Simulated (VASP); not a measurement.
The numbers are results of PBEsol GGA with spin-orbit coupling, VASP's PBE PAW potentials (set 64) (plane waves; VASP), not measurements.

VASP input:

File KPOINTS:
```
Automatic mesh
0
Gamma
14 14 14
0 0 0
```

**INCAR**
```
# general
SYSTEM      =  AlNi
PREC        =  Accurate
ENCUT       =  400   # plane-wave cut-off (eV)
LREAL       =  .False.   # projection in real space or not
LASPH       =  .True.   # aspherical one-centre terms

# electronic loop
EDIFF       =  1E-6
NELM        =  100   # most electronic steps
ALGO        =  Normal
LMAXMIX     =  4   # l cut-off of mixed one-centre charges

# smearing
ISMEAR      =  0
SIGMA       =  0.05   # width (eV)

# functional
GGA         =  PS   # PBEsol
GGA_COMPAT  =  .False.

# spin
MAGMOM      =  0 0 0 0 0 0
LSORBIT     =  .True.

# output
LWAVE       =  .False.
LCHARG      =  .False.
```

### KPOINTS_OPT
```
k-points along high-symmetry lines
7
Line-mode
Reciprocal
  0.000000   0.000000   0.000000 ! GAMMA
  0.500000   0.500000   0.500000 ! T

  0.500000   0.500000   0.500000 ! T
  0.811565   0.188435   0.500000 ! H_2

  0.500000  -0.188435   0.188435 ! H_0
  0.500000   0.000000   0.000000 ! L

  0.500000   0.000000   0.000000 ! L
  0.000000   0.000000   0.000000 ! GAMMA

  0.000000   0.000000   0.000000 ! GAMMA
  0.344218  -0.344218   0.000000 ! S_0

  0.655782   0.000000   0.344218 ! S_2
  0.500000   0.000000   0.500000 ! F

  0.500000   0.000000   0.500000 ! F
  0.000000   0.000000   0.000000 ! GAMMA
```

### POSCAR
```
AlNi
1
    1.3489479308     0.7788157914     3.8623406781
   -1.3489479308     0.7788157914     3.8623406781
    0.0000000000    -1.5576306760     3.8623406960
Al Ni
1 1
Direct
  0.0000000000   0.0000000000   0.0000000000
  0.5000000000   0.5000000000   0.5000000000
```

POTCAR, in this order: Al Ni (PBE.64 set). Program: vasp_ncl.

Question: Predict the energy per atom (σ→0), band gap (over mesh and band path).

Answer: 
The energy per atom (σ→0) comes out as -5.536 eV/atom. The band gap (over mesh and band path) is none (metal, semimetal or under 0.01 eV).

OSZICAR:
```
...
DAV:  10    -0.110723221888E+02    0.66431E-03   -0.27234E-03 15636   0.803E-01    0.288E-01
DAV:  11    -0.110720285618E+02    0.29363E-03   -0.43454E-04 15384   0.417E-01    0.151E-01
DAV:  12    -0.110719935516E+02    0.35010E-04   -0.61062E-05 15552   0.101E-01    0.346E-02
DAV:  13    -0.110719881600E+02    0.53916E-05   -0.50360E-06 14640   0.400E-02    0.212E-02
DAV:  14    -0.110719849091E+02    0.32509E-05   -0.91690E-06 16024   0.541E-02    0.198E-03
DAV:  15    -0.110719849520E+02   -0.42853E-07   -0.39313E-07  6144   0.712E-03
   1 F= -.11071985E+02 E0= -.11071579E+02  d E =-.811333E-03  mag=    -0.0000     0.0000    -0.0000
       N       E                     dE             ncg
```

The structure was generated: AlNi was put into the CuPt type (R-3m), which need not be its known phase. It was relaxed first, which changed the volume by -8 %.
